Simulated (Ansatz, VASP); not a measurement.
# ZrB: VASP beside Ansatz, part 2 of 2

One calculation is typed for both programs; each brings its own data sets. How far apart do they land? The cell is taken from a series of runs on this material, whose earlier steps may have relaxed, scaled, displaced or heated it; both programs get it as it stands.

VASP 6.6.1 and Ansatz 0.2.0.

So far: Set-up; VASP: relaxation of cell and atoms, PBEsol, pair 1; Ansatz: relaxation of cell and atoms, PBEsol, pair 1; Differences.

## 5. Ansatz: relaxation of cell and atoms, PBEsol, pair 2

Level of this step: Ansatz beside VASP: Kohn-Sham DFT, plane waves, PBEsol (Ansatz).

The relaxed volume is the usual yardstick between codes: in a stiff, nearly cubic crystal its relative difference is about their pressure difference at one cell divided by the bulk modulus.

The cell is taken from a series of runs on this material, whose earlier steps may have relaxed, scaled, displaced or heated it; both programs get it as it stands.

input.yaml

```yaml
crystal:
  lattice:
    - [0.0, 2.43262099, 2.43262099]
    - [2.43262099, 0.0, 2.43262099]
    - [2.43262099, 2.43262099, 0.0]
  atoms:
    - { symbol: Zr, position: [0.0, 0.0, 0.0] }
    - { symbol: B, position: [0.5, 0.5, 0.5] }
kpoints:
  mp_grid: { grid: [14, 14, 14] }
hamiltonian:
  xc: pbesol
  pseudopotentials: { kind: paw, azcp: { folder: soft_1 }, xc_functional: pbe }
scf:
  occupations: { method: gaussian, width: 0.1 }
output:
  forces: true
  stress: true
  eigenvalues: true
relax:
  adjacent_minimum: "off"
  f_tol: 0.005
  max_steps: 80
  cell: { stress_tol: 0.05 }
```

Launch:

```sh
> ansatz run input.yaml --threads 4 --pin off --max-ram 10240MiB --backend cpu --events-out ev --progress --plain --runs-dir out
```

Numbers of over 12 decimals in the logs are rounded to 6 here.

Output:

```text
[...]
Crystal: 2 atoms, lattice volume = 28.791 Å³
Basis set: ecut = 420 eV, 537 PW (Γ), exchange–correlation on 48×48×48 points (8 copies of the dense FFT grid, shifted against one another)
Bands: 12, of which v1, the nominal top of the filled ones, is band 8 counted from 1 (7 counted from 0)
Symmetry: 48 space group operations
[...]
k-points: 104 of 2744
[...]
k-point 103: bands = [... 4 lower, 7.0099, 11.3047, 11.3624, 11.6098, 16.4785, 17.3726, 18.3010, 19.3492]
--- Relaxed structure (3 steps of the walk, 2 accepted, 1 SCFs on fresh bases) ---
[...]
cell:  # Å, volume = 28.7441 Å³
    - [0, 2.431305, 2.431305]
    - [2.431305, 0, 2.431305]
    - [2.431305, 2.431305, 0]
  atoms:
    - { symbol: Zr, position: [0, 0, 0] }
    - { symbol: B, position: [0.5, 0.5, 0.5] }
[key lines of the parts left out:]
SCF converged after 8 iterations
Free energy (F): -4282.131871 eV
Fermi energy:    12.390340 eV
P = ⅓ Tr σ = -0.0012 GPa (-0.012 kbar)
```

## 6. VASP: relaxation of cell and atoms, PBEsol, pair 2

The same cell, functional, mesh and smearing now go to VASP, with its own data sets.

INCAR

```
SYSTEM = ZrB
PREC = Accurate
ENCUT = 500
EDIFF = 1E-07
NELM = 120
ISMEAR = 0
SIGMA = 0.1
LREAL = .FALSE.
ALGO = Normal
GGA = PS
NBANDS = 13
LASPH = .TRUE.
LORBIT = 11
LWAVE = .FALSE.
LCHARG = .FALSE.
ISIF = 3
IBRION = 2
NSW = 80
EDIFFG = -0.005
GGA_COMPAT = .FALSE.
NELMIN = 4
KPAR = 2
```

POSCAR

```
ZrB
1.0
    0.0000000000      2.4326210000      2.4326210000
    2.4326210000      0.0000000000      2.4326210000
    2.4326210000      2.4326210000      0.0000000000
Zr B
1 1
Direct
    0.0000000000      0.0000000000      0.0000000000
    0.5000000000      0.5000000000      0.5000000000
```

KPOINTS

```
Automatic mesh
0
Gamma
14 14 14
0 0 0
```

Potentials, in the order of the species: Zr_sv and B (PBE family, release 64).

Launch:

```sh
> mpirun -np 2 vasp_std
```

Output:

```text
[banner, memory and clock lines left out]
running    2 mpi-ranks, on    1 nodes
[...]
[... a notice as in an earlier step ...]

 LDA part: xc-table for (Slater+PW92), standard interpolation
 POSCAR, INCAR and KPOINTS ok, starting setup
[...]
entering main loop
       N       E                     dE             d eps       ncg     rms          rms(c)
DAV:   1     0.890895864044E+02    0.89090E+02   -0.76825E+03  2720   0.106E+03
DAV:   2    -0.146833371079E+02   -0.10377E+03   -0.99057E+02  3214   0.288E+02
DAV:   3    -0.186134728883E+02   -0.39301E+01   -0.38662E+01  4283   0.469E+01
DAV:   4    -0.187017307068E+02   -0.88258E-01   -0.88220E-01  3136   0.647E+00
[...]
DAV:  11    -0.169222865699E+02   -0.76134E-06   -0.80697E-06  3530   0.286E-02    0.412E-03
DAV:  12    -0.169222856059E+02    0.96399E-06   -0.75321E-07  3082   0.995E-03    0.129E-03
DAV:  13    -0.169222855926E+02    0.13355E-07   -0.43251E-08  1642   0.224E-03
   1 F= -.16922286E+02 E0= -.16919090E+02  d E =-.169223E+02
[...]
DAV:   7    -0.169222840329E+02   -0.17637E-06   -0.34168E-08  1482   0.195E-03    0.420E-04
DAV:   8    -0.169222840621E+02   -0.29121E-07   -0.72318E-09  1387   0.965E-04
   2 F= -.16922284E+02 E0= -.16919094E+02  d E =0.153051E-05
 trial-energy change:    0.000002  1 .order    0.000002   -0.000018    0.000022
 step:   0.4512(harm=  0.4512)  dis= 0.00000  next Energy=   -16.922290 (dE=-0.403E-05)
[...]
N       E                     dE             d eps       ncg     rms          rms(c)
DAV:   1    -0.169223314603E+02   -0.47427E-04   -0.12590E-03  2919   0.374E-01    0.752E-02
DAV:   2    -0.169222943781E+02    0.37082E-04   -0.94346E-05  2909   0.111E-01    0.194E-02
DAV:   3    -0.169222895404E+02    0.48378E-05   -0.35177E-05  4053   0.450E-02    0.103E-02
DAV:   4    -0.169222898994E+02   -0.35902E-06   -0.86011E-07  3275   0.808E-03    0.467E-03
DAV:   5    -0.169222900101E+02   -0.11069E-06   -0.12707E-06  4165   0.631E-03    0.322E-03
DAV:   6    -0.169222898399E+02    0.17017E-06   -0.10255E-07  2396   0.263E-03    0.760E-04
DAV:   7    -0.169222897772E+02    0.62744E-07   -0.27477E-08  1372   0.133E-03
   3 F= -.16922290E+02 E0= -.16919097E+02  d E =-.418459E-05
[...]
reached required accuracy - stopping structural energy minimisation
```

OUTCAR, selected parts (step 6):

```text
  Total        0.0004839      0.0004839      0.0004839      0.0000000      0.0000000     -0.0000000
  in kB        0.0269439      0.0269439      0.0269439      0.0000000      0.0000000     -0.0000000
  external PRESSURE =       0.0269439 kB  Pullay stress =       0.0000000 kB

 POSITION                                       TOTAL-FORCE (eV/Angst)
 -----------------------------------------------------------------------------------
      0.00000      0.00000      0.00000         0.000000      0.000000     -0.000000
      2.43221      2.43221      2.43221        -0.000000     -0.000000      0.000000
 -----------------------------------------------------------------------------------
    total drift:                               -0.000000      0.000000      0.000000

  FREE ENERGIE OF THE ION-ELECTRON SYSTEM (eV)
  ---------------------------------------------------
  free  energy   TOTEN  =       -16.9222897772 eV

  energy  without entropy=      -16.9159039843  energy(sigma->0) =      -16.91909688

[... 1 part as in an earlier step ...]

[... 3 further parts left out ...]
[key lines of the parts left out:]
E-fermi :   7.5740
```

## 7. Comparison

Both answers:

| quantity | Ansatz | VASP | difference |
| --- | --- | --- | --- |
| volume (Å³) | 28.74 | 28.78 | -0.11 % |
| edge a after relaxation, in the typed setting (Å) | 3.438 | 3.440 | -0.04 % |

## 8. VASP: zone-centre phonons, PBEsol

Second derivatives magnify differences that forces hide, and they need a tight electronic threshold.

INCAR

```
SYSTEM = ZrB
PREC = Accurate
ENCUT = 500
EDIFF = 1E-08
NELM = 120
ISMEAR = 1
SIGMA = 0.2
LREAL = .FALSE.
ALGO = Normal
GGA = PS
NBANDS = 13
LASPH = .TRUE.
LORBIT = 11
LWAVE = .FALSE.
LCHARG = .FALSE.
ISIF = 2
IBRION = 8
GGA_COMPAT = .FALSE.
KPAR = 2
```

POSCAR

```
ZrB
1.0
    0.0000000000      2.4313050170      2.4313050170
    2.4313050170      0.0000000000      2.4313050170
    2.4313050170      2.4313050170      0.0000000000
Zr B
1 1
Direct
    0.0000000000      0.0000000000      0.0000000000
    0.5000000000      0.5000000000      0.5000000000
```

KPOINTS

```
Automatic mesh
0
Gamma
16 16 16
0 0 0
```

Launch:

```sh
> mpirun -np 2 vasp_std
```

Output:

```text
[... set-up lines as in an earlier step ...]
 entering main loop
       N       E                     dE             d eps       ncg     rms          rms(c)
DAV:   1     0.940440510882E+02    0.94044E+02   -0.76624E+03  3770   0.107E+03
DAV:   2    -0.144908688528E+02   -0.10853E+03   -0.10333E+03  4515   0.289E+02
DAV:   3    -0.185799382079E+02   -0.40891E+01   -0.40277E+01  5834   0.483E+01
DAV:   4    -0.186953265547E+02   -0.11539E+00   -0.11525E+00  4473   0.734E+00
[...]
DAV:  12    -0.169206658715E+02    0.88305E-06   -0.66485E-07  4278   0.935E-03    0.103E-03
DAV:  13    -0.169206658482E+02    0.23331E-07   -0.35231E-08  4675   0.178E-03    0.699E-04
DAV:  14    -0.169206658480E+02    0.13779E-09   -0.75562E-10  2190   0.301E-04
   1 F= -.16920666E+02 E0= -.16920968E+02  d E =0.906122E-03
 Linear response reoptimize wavefunctions to high precision
DAV:   1    -0.169206658471E+02    0.93723E-09   -0.23544E-10  2510   0.155E-04
DAV:   2    -0.169206658471E+02   -0.81855E-11   -0.67906E-11  2005   0.679E-05
 Linear response DOF=           2
 Linear response progress:
[...]
RMM:  10    -0.654506288138E+00   -0.58408E-05   -0.19026E-05 22667   0.724E-03    0.332E-04
RMM:  11    -0.654507183696E+00   -0.89556E-06   -0.14297E-05 23409   0.539E-03    0.312E-04
RMM:  12    -0.654505793125E+00    0.13906E-05   -0.11847E-05 22499   0.429E-03    0.310E-04
 first order change of Fermi-energy   0.72002E-03
 force on displaced ion       1 direction 1 :  -7.057   0.000   0.000
 Linear response progress:
  Degree of freedom:   2/  2
       N       E                     dE             d eps       ncg     rms          rms(c)
RMM:   1    -0.406288156604E-01   -0.40629E-01   -0.97730E-03 20934   0.101E+00
RMM:   2    -0.396145231351E-01    0.10143E-02   -0.12485E-03 17608   0.187E-01    0.106E-01
RMM:   3    -0.398034707545E-01   -0.18895E-03   -0.58803E-04 16701   0.111E-01    0.483E-02
RMM:   4    -0.402987955990E-01   -0.49532E-03   -0.26578E-04 17027   0.796E-02    0.948E-03
[...]
RMM:  11    -0.403435932100E-01    0.48954E-07   -0.99465E-08 22173   0.190E-04    0.325E-06
RMM:  12    -0.403436032213E-01   -0.10011E-07   -0.11693E-07 21964   0.932E-05    0.215E-06
RMM:  13    -0.403436022616E-01    0.95969E-09   -0.27845E-08 21794   0.468E-05    0.927E-07
 first order change of Fermi-energy  -0.47534E-03
 force on displaced ion       2 direction 1 :  -7.006   0.000   0.000
 Linear response finished
```

Parts of OUTCAR (step 8):

```text
  Total        0.0338004      0.0338004      0.0338004      0.0000000      0.0000000     -0.0000000
  in kB        1.8840142      1.8840142      1.8840142      0.0000000      0.0000000     -0.0000000
  external PRESSURE =       1.8840142 kB  Pullay stress =       0.0000000 kB

 POSITION                                       TOTAL-FORCE (eV/Angst)
 -----------------------------------------------------------------------------------
      0.00000      0.00000      0.00000         0.000000      0.000000     -0.000000
      2.43131      2.43131      2.43131        -0.000000     -0.000000      0.000000
 -----------------------------------------------------------------------------------
    total drift:                               -0.000000      0.000000      0.000000

[... 1 part as in an earlier step ...]

[... 1 further part left out ...]
```

## 9. Ansatz: zone-centre phonons, PBEsol

The same cell, functional, mesh and smearing now go to Ansatz, which takes its cutoff from its data sets.

The cell is taken from a series of runs on this material, whose earlier steps may have relaxed, scaled, displaced or heated it; both programs get it as it stands.

input.yaml

```yaml
crystal:
  lattice:
    - [0.0, 2.431305017, 2.431305017]
    - [2.431305017, 0.0, 2.431305017]
    - [2.431305017, 2.431305017, 0.0]
  atoms:
    - { symbol: Zr, position: [0.0, 0.0, 0.0] }
    - { symbol: B, position: [0.5, 0.5, 0.5] }
kpoints:
  mp_grid: { grid: [16, 16, 16] }
hamiltonian:
  xc: pbesol
  pseudopotentials: { kind: paw, azcp: { folder: soft_1 }, xc_functional: pbe }
scf:
  occupations: { method: methfessel_paxton, width: 0.2 }
output:
  eigenvalues: true
phonons:
  method: dfpt
```

Launch:

```sh
> ansatz run input.yaml --threads 4 --pin off --max-ram 10240MiB --backend cpu --events-out ev --progress --plain --runs-dir out
```

Output:

```text
[...]
Crystal: 2 atoms, lattice volume = 28.744 Å³
Basis set: ecut = 420 eV, 537 PW (Γ), exchange–correlation on 48×48×48 points (8 copies of the dense FFT grid, shifted against one another)
Bands: 12, of which v1, the nominal top of the filled ones, is band 8 counted from 1 (7 counted from 0)
Symmetry: 48 space group operations
k-points: 349 of 4096 (irreducible under 8 space group operations, time reversal used)
[...]
k mesh reduced under 8 symmetry operations, with k and −k counted as one. Each operation leaves every solved perturbation unchanged. A smaller set is not used because it would not reduce the number of displacements times k-points to solve
  ASR residual: 2.485e-5 → 0.000e0 eV/Å²; symmetrization residual: 1.216e-7 eV/Å²
  ASR residual per site (eV/Å²): 2.48e-5 2.71e-6
  Γ frequencies (cm⁻¹): 0.00 0.00 0.00 442.85 442.85 442.85
  non-analytic LO–TO correction: not included (Born effective charges unavailable; polar crystals: no LO–TO splitting at Γ)
[key lines of the parts left out:]
SCF converged after 9 iterations
Free energy (F): -4282.130279 eV
Fermi energy:    12.384708 eV
```

## 10. Comparison

Both answers:

| quantity | Ansatz | VASP | difference |
| --- | --- | --- | --- |
| optical mode 1 to 3 (cm⁻¹) | 442.9 | 444.1 | -0.29 % |

Modes are paired by rising frequency, not by their patterns, so a pair may set unlike modes beside each other; they are those without the splitting of longitudinal modes.

## 11. Summary of results

```
difference in volume (relaxation of cell and atoms, PBEsol, pair 1)                                                  : -0.11 %
difference in volume (relaxation of cell and atoms, PBEsol, pair 2)                                                  : -0.11 %
r.m.s. difference of the optical zone-centre modes, each program's sorted by frequency (zone-centre phonons, PBEsol) : 1.3 cm⁻¹
```

What this shows: The difference in volume is -0.11 % (relaxation of cell and atoms, PBEsol, pair 2), within the 1.2 % picked in this series as the mark of a large difference, as far as the stopping tolerances let one tell. 1 further run of this series is not shown here. How closely two codes agree says nothing of how well the functional describes the real material.

[Lines on the potential files, build, host, timing and source positions are cut from VASP's logs without a mark.]

[Logs are printed without paths, hosts, clocks, repeated set-up lines and the standing remarks that a program may print on its own settings, such as how far it seeks lower states.]

[Hosts, paths, dates, database ids (printed as entryN), source tags and the programs' standing remarks are cut or masked in the printed files.]
